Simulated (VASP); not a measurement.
A VASP calculation is set up with these files.

File KPOINTS:
```
Automatic mesh
0
G
 6 6 8
```

### POSCAR
```
TiO2
1
    4.6021348754    -0.0000000000     0.0000000000
   -0.0000000000     4.6021348754     0.0000000000
    0.0000000000     0.0000000000     2.9516163714
Ti O
2 4
Direct
  0.0000000000   0.0000000000   0.0000000000
  0.5000000000   0.5000000000   0.5000000000
  0.3041128654   0.3041128654   0.0000000000
  0.8041128654   0.1958871346   0.5000000000
  0.1958871346   0.8041128654   0.5000000000
  0.6958871346   0.6958871346   0.0000000000
```

INCAR:
```
SYSTEM = TiO2
PREC = Accurate
ENCUT = 520
EDIFF = 1E-7
NELM = 100
ALGO = Normal
LREAL = .FALSE.
LASPH = .TRUE.
ISMEAR = -5
GGA = CX
LUSE_VDW = .TRUE.
AGGAC = 0.0
LMAXMIX = 4
LWAVE = .FALSE.
LCHARG = .TRUE.
LORBIT = 11
NEDOS = 601
ISIF = 2
LEFG = .TRUE.
```

POTCAR, in this order: Ti_sv O (PBE.64 set). Program: vasp_std.

Q: Write an equivalent input for Quantum ESPRESSO's pw.x.

A: One equivalent input (not run):
```
&CONTROL
  calculation = 'scf'
  pseudo_dir = './pseudo'
  outdir = './out'
  tprnfor = .true.
  tstress = .true.
/
&SYSTEM
  ibrav = 0
  nat = 6
  ntyp = 2
  ecutwfc = 84
  occupations = 'tetrahedra'
  input_dft = 'vdw-df-cx'
/
&ELECTRONS
  conv_thr = 7.3e-09
  electron_maxstep = 100
/
ATOMIC_SPECIES
  Ti 47.867 Ti.upf
  O 15.999 O.upf
CELL_PARAMETERS angstrom
     4.6021349   -0.0000000    0.0000000
    -0.0000000    4.6021349    0.0000000
     0.0000000    0.0000000    2.9516164
ATOMIC_POSITIONS crystal
  Ti   0.0000000  0.0000000  0.0000000
  Ti   0.5000000  0.5000000  0.5000000
  O    0.3041129  0.3041129  0.0000000
  O    0.8041129  0.1958871  0.5000000
  O    0.1958871  0.8041129  0.5000000
  O    0.6958871  0.6958871  0.0000000
K_POINTS automatic
  6 6 8 0 0 0
```
The two are equivalent in intent, not identical: the potentials are each code's own (VASP's PAW set, PseudoDojo norm-conserving files in pw.x), so ENCUT and ecutwfc are chosen apart and not converted; conv_thr bounds pw.x's estimated SCF error, while EDIFF bounds the energy change between steps; the field gradients of LEFG aren't asked of the other code.

The compound is TiO2 in the rutile structure. It was relaxed first.
